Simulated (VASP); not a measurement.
Consider the following.

```
CELL_PARAMETERS angstrom
      0.00000     2.95754     2.95754
      2.95754     0.00000     2.95754
      2.95754     2.95754     0.00000
ATOMIC_POSITIONS crystal
  Ca 0.00000 0.00000 0.00000
  Se 0.50000 0.50000 0.50000
```

All values below come from PBE GGA with D3 dispersion (zero damping), VASP's PBE PAW potentials (set 64) (plane waves; VASP). Settings: 520 eV cut-off, Gaussian smearing of 0.050 eV, potentials Ca_sv Se.

Give the energies of bands 6 to 11 at the high-symmetry points, in eV from the valence-band maximum.

| band | Γ | X | U | L | W |
|---|---|---|---|---|---|
| 6 | 0.00 | -2.52 | -2.26 | -3.28 | -1.98 |
| 7 | 0.00 | -0.93 | -2.05 | -1.20 | -1.98 |
| 8 | 0.00 | -0.93 | -1.11 | -1.20 | -1.68 |
| 9 | 3.34 | 2.02 | 3.27 | 4.52 | 4.40 |
| 10 | 3.71 | 5.04 | 5.70 | 5.48 | 4.40 |
| 11 | 3.71 | 5.05 | 5.72 | 5.51 | 5.24 |

The gap is indirect, 2.02 eV, from the valence maximum at Γ to the conduction minimum at X.

Measured: gap 3.85 eV (computed value off by -1.83 eV), as given by Abedi et al., (2022), arXiv:2211.14644.

The compound is CaSe in the rock salt structure. It was relaxed first.
